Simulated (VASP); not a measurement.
```
CELL_PARAMETERS angstrom
      3.27059     0.00000     0.00000
     -1.63530     2.83242     0.00000
      0.00000     0.00000     4.76585
ATOMIC_POSITIONS crystal
  Zr 0.00000 0.00000 0.00000
  O  0.33333 0.66667 0.20027
  O  0.66667 0.33333 0.79973
```

Calculation: r2SCAN meta-GGA, VASP's PBE PAW potentials (set 64) (plane waves; VASP). Run with 520 eV cut-off, 9×9×5 Γ-centred mesh, tetrahedra with Blöchl corrections, potentials Zr_sv O.

The path is coarsely sampled, so an indirect gap can come out somewhat too large.

**Question.** Give the energies of bands 7 to 15 at the high-symmetry points, in eV from the valence-band maximum.

**Answer.** 
| band | Γ | M | K | A | L | H |
|---|---|---|---|---|---|---|
| 7 | -3.77 | -3.85 | -2.66 | -3.75 | -4.06 | -2.84 |
| 8 | -3.77 | -2.61 | -2.66 | -3.75 | -2.71 | -2.84 |
| 9 | -3.50 | -1.46 | -2.54 | -2.75 | -1.85 | -2.33 |
| 10 | -0.30 | -1.38 | -1.25 | -1.27 | -1.08 | -1.05 |
| 11 | -0.30 | -1.00 | -1.25 | -0.35 | -0.89 | -1.05 |
| 12 | -0.19 | -0.73 | -0.48 | -0.35 | -0.19 | -0.74 |
| 13 | 4.97 | 4.81 | 4.51 | 4.91 | 5.19 | 5.17 |
| 14 | 4.97 | 5.72 | 6.20 | 4.91 | 5.91 | 6.33 |
| 15 | 6.12 | 6.63 | 6.20 | 6.68 | 6.61 | 6.33 |

The gap is indirect, 4.51 eV, from the valence maximum at K-Γ at 0.60 to the conduction minimum at K.

The structure was generated: ZrO2 was put into the CdI2 type (P-3m1), which need not be its known phase. It was relaxed first, which changed the volume by +17 %.
